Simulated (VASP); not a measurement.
Given:

```xyz
6
Lattice="4.2427 0.0000 0.0000 -2.1214 3.6743 0.0000 0.0000 0.0000 7.6828" Properties=species:S:1:pos:R:3 pbc="T T T"
Sr     2.1214     1.2248     5.2140
Sr     0.0000     2.4495     2.4688
H      0.0000     0.0000     3.8414
H      2.1214     1.2248     2.7447
H      0.0000     2.4495     4.9381
I      0.0000     0.0000     0.0000
```

These are PBEsol GGA, VASP's PBE PAW potentials (set 64) (plane waves; VASP) values and carry that method's errors. Numerical set-up: 300 eV cut-off, 6×6×3 Γ-centred mesh, Fermi-Dirac smearing of 0.020 eV, potentials Sr_sv H I.

At this cut-off the stress carries a Pulay error, which pulls relaxed volumes low.

Estimate the energy per atom (σ→0), pressure.

```yaml
energy per atom (σ→0): -3.434 eV/atom
pressure: -2.17 GPa
```

The structure comes from a computed database's Sr2H3I entry; how it stands against other phases isn't given here. The cell was not relaxed at this level.
